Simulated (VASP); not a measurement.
VASP input:

INCAR:
```
SYSTEM = MgB2
PREC = Accurate
ENCUT = 520
EDIFF = 1E-6
NELM = 100
ALGO = Normal
LREAL = .FALSE.
LASPH = .TRUE.
ISMEAR = 1
SIGMA = 0.1
GGA = PE
LWAVE = .FALSE.
LCHARG = .FALSE.
ISIF = 2
ICHARG = 11
```

### KPOINTS
```
Automatic mesh
0
Gamma
8 8 7
0 0 0
```

### POSCAR
```
MgB2
1
    1.5759000000    -2.7295380000     0.0000000000
    1.5759000000     2.7295380000     0.0000000000
    0.0000000000     0.0000000000     3.5904000000
Mg B
1 2
Direct
  0.0000000000   0.0000000000   0.0000000000
  0.3333330000   0.6666670000   0.5000000000
  0.6666670000   0.3333330000   0.5000000000
```

POTCAR, in this order: Mg B (PBE.64 set). Program: vasp_std.

The resulting files:

### standard output
```
 POSCAR found type information on POSCAR MgB
 POSCAR found :  2 types and       3 ions
 Reading from existing POTCAR
 Reading from existing POTCAR
 LDA part: xc-table for (Slater+PW92), standard interpolation
 WARNING: stress and forces are not correct
 POSCAR, INCAR and KPOINTS ok, starting setup
 WAVECAR not read
 WARNING: CHGCAR is incomplete

 -----------------------------------------------------------------------------
|                                                                             |
|     EEEEEEE  RRRRRR   RRRRRR   OOOOOOO  RRRRRR      ###     ###     ###     |
|     E        R     R  R     R  O     O  R     R     ###     ###     ###     |
|     E        R     R  R     R  O     O  R     R     ###     ###     ###     |
|     EEEEE    RRRRRR   RRRRRR   O     O  RRRRRR       #       #       #      |
|     E        R   R    R   R    O     O  R   R                               |
|     E        R    R   R    R   O     O  R    R      ###     ###     ###     |
|     EEEEEEE  R     R  R     R  OOOOOOO  R     R     ###     ###     ###     |
|                                                                             |
|     ICHARG>10                                                               |
|                                                                             |
|       ---->  I REFUSE TO CONTINUE WITH THIS SICK JOB ... BYE!!! <----       |
|                                                                             |
 -----------------------------------------------------------------------------
```

Task: From input and log, find the fault in this run and mend it.

Result: The cause: ICHARG = 11 asks for a fixed density, but there is no CHGCAR. VASP stops with an error: ERROR: charge density could not be read from file CHGCAR for ICHARG>10 ----> I REFUSE TO CONTINUE WITH THIS SICK JOB ... BYE!!! <---- To mend it, run self-consistently first and keep its CHGCAR, or remove ICHARG. The plain static run on this cell (PBE GGA, plane waves, VASP's PBE PAW potentials (set 64)) converges, and its OSZICAR ends with
```
   1 F= -.15252982E+02 E0= -.15252866E+02  d E =-.347025E-03
```

The compound is MgB2 in the AlB2 type structure. The cell was not relaxed at this level.
